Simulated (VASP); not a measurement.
Au (space group Fm-3m): the measured cell of entry 9013035 of the Crystallography Open Database is

```xyz
1
Lattice="0.0000 2.0360 2.0360 2.0360 0.0000 2.0360 2.0360 2.0360 0.0000" Properties=species:S:1:pos:R:3 pbc="T T T"
Au     0.0000     0.0000     0.0000
```

Computed with PBEsol GGA, VASP's PBE PAW potentials (set 64) (plane waves; VASP). Numerical set-up: 400 eV cut-off, 17×17×17 Γ-centred mesh, tetrahedra with Blöchl corrections, potentials Au.

The calculation is for a static lattice at zero pressure; the measurement, at 293 K, holds thermal and zero-point expansion. The entry's conditions were not checked, so it may have been measured under pressure.

How far does the relaxed conventional cell lie from the measured one?

```
             measured  computed  difference
-----------  --------  --------  ----------
a (Å)           4.072     4.081      +0.2 %
V (Å³/atom)     16.88     16.99      +0.6 %
```

The structure comes from a measured Au entry (Fm-3m) of the Crystallography Open Database, whose conditions weren't checked. It was relaxed first. Symmetry was kept, so distortions that lower it aren't found.
